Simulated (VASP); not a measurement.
VASP input:

File POSCAR:
```
SrTe
1
    0.0000000000     3.3552726750     3.3552726750
    3.3552726750     0.0000000000     3.3552726750
    3.3552726750     3.3552726750     0.0000000000
Sr Te
1 1
Direct
  0.0000000000   0.0000000000   0.0000000000
  0.5000000000   0.5000000000   0.5000000000
```

### INCAR
```
EDIFF = 1E-7
LREAL = .False.
LMAXMIX = 4
LMIXTAU = .True.
LCHARG = .False.
PSTRESS = 150
NSW = 40   # most ionic steps
SIGMA = 0.05
ISIF = 3   # ions, shape and volume
SYSTEM = SrTe
NELM = 100
PREC = Accurate
ENCUT = 480   # plane-wave cut-off (eV)
LWAVE = .False.
IBRION = 2   # conjugate gradients
EDIFFG = -0.01
METAGGA = R2SCAN
ALGO = Normal   # blocked Davidson
LASPH = .True.
ISMEAR = 0
```

File KPOINTS:
```
Automatic mesh
0
Gamma
6 6 6
0 0 0
```

POTCAR, in this order: Sr_sv Te (PBE.64 set). Program: vasp_std.

Translate this r2SCAN calculation to Ansatz.

One equivalent input (not run):
Ansatz 0.2 input:
```yaml
crystal:
  lattice:
    - [0.0000000, 3.3552727, 3.3552727]
    - [3.3552727, 0.0000000, 3.3552727]
    - [3.3552727, 3.3552727, 0.0000000]
  atoms:
    - { symbol: Sr, position: [0.0000000, 0.0000000, 0.0000000] }
    - { symbol: Te, position: [0.5000000, 0.5000000, 0.5000000] }
kpoints:
  mp_grid: { grid: [6, 6, 6] }
hamiltonian:
  xc: r2scan
  pseudopotentials: { kind: paw }
scf:
  occupations: { method: gaussian, width: 0.05 }
  max_iter: 100
relax:
  max_steps: 40
  f_tol: 0.01
  cell: { p_target: 15 }
output: { forces: true, stress: true, eigenvalues: true }
```
What does not carry over: each code has its own PAW files, so the cut-off isn't converted (ENCUT is set for VASP's; basis.ecutwfc is left out, and Ansatz then takes the one that its files recommend); Ansatz stops its SCF on the density residual and VASP on the energy change (EDIFF).

The compound is SrTe in the rock salt structure. This run relaxes it under an external pressure of 15 GPa. Symmetry was kept, so distortions that lower it aren't found.
